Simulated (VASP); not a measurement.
```
TaSi
1.0
    3.12466     0.00000     0.00000
    0.00000     3.12466     0.00000
    0.00000     0.00000     3.12466
Ta Si
1 1
Direct
  0.00000   0.00000   0.00000
  0.50000   0.50000   0.50000
```

All values below come from PBEsol GGA, VASP's PBE PAW potentials (set 64) (plane waves; VASP). Settings: 400 eV cut-off, 13×13×13 Γ-centred mesh, tetrahedra with Blöchl corrections, potentials Ta_pv Si.

Unless said otherwise, spin-orbit coupling is left out, though it shifts the bands of the heavy elements here.

Predict the energy per atom (σ→0), band gap (on the k-mesh) with the smallest direct gap where there is one.

| Property | Result |
|---|---|
| band gap (on the k-mesh) | none (metal, semimetal or under 0.01 eV) |
| energy per atom (σ→0) | -9.300 eV/atom |

The absolute energy has meaning only against runs of the same code, potentials and settings.

The structure was generated: TaSi was put into the CsCl type (Pm-3m), which need not be its known phase. It was relaxed first. The electron count is odd and the run is not spin-polarised, which forces a metal.
